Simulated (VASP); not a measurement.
Set up this calculation in VASP 6.6.1, as the native input.

```
Task                   : relaxation of cell and atoms
Functional             : PBEsol
Potentials or basis    : VASP PAW PBE potentials, release 64 (Sn, Te)
Cutoff                 : 580 eV
k mesh                 : 12 × 12 × 12
Occupations            : gaussian, width 0.1 eV
Spin                   : no spin polarisation
Further INCAR settings : ALGO = Normal; EDIFF = 1e-07; IBRION = 2; EDIFFG = -0.005; NSW = 90; ISIF = 3
```

The structure of SnTe lies in POSCAR:

```
SnTe
1.0
    0.0000000000      3.1858130700      3.1858130700
    3.1858130700      0.0000000000      3.1858130700
    3.1858130700      3.1858130700      0.0000000000
Sn Te
1 1
Direct
    0.0000000000      0.0000000000      0.0000000000
    0.5000000000      0.5000000000      0.5000000000
```

The cell is a database's computed one.

One way to write it, as run:

INCAR

```
SYSTEM = SnTe
PREC = Accurate ; ENCUT = 580
EDIFF = 1E-7 ; ISMEAR = 0
SIGMA = 0.1 ; LREAL = .FALSE.
LASPH = .TRUE. ; NELM = 60
ALGO = Normal ; ISIF = 3
LWAVE = .FALSE. ; LCHARG = .FALSE.
GGA = PS ; IBRION = 2
NSW = 90 ; EDIFFG = -0.005
```

KPOINTS

```
regular mesh
0
G
  12 12 12
  0 0 0
```

Potentials or basis: VASP PAW PBE potentials, release 64 (Sn, Te).

Command:

```console
$ cat potpaw_PBE.64/Sn/POTCAR potpaw_PBE.64/Te/POTCAR > POTCAR
$ mpirun -np 1 vasp_std > vasp.out
```

It gave:

```yaml
Relaxed_volume: 31.09 Å³/atom
Relaxed_cell: a = 4.447 Å, b = 4.447 Å, c = 4.447 Å, α = 60.00°, β = 60.00°, γ = 60.00°
Space_group_after_relaxing_to_0.05_Å: Fm-3m (No. 225)
Energy_gained_by_relaxing: 6.9 meV/atom
Ionic_steps: 3
Pressure_after_relaxing: 0.0 GPa
Band_gap_on_the_k_mesh: 0.16 eV, direct
```

Caveat: the PAW data sets were made with another functional, which shifts forces and pressure a little; spin-orbit coupling is left out, which moves the levels of the heavy elements.

Wall time 37 s on 1 thread of Intel(R) Xeon(R) 6975P-C (Granite Rapids), on a shared host, peak memory 0.25 GiB.
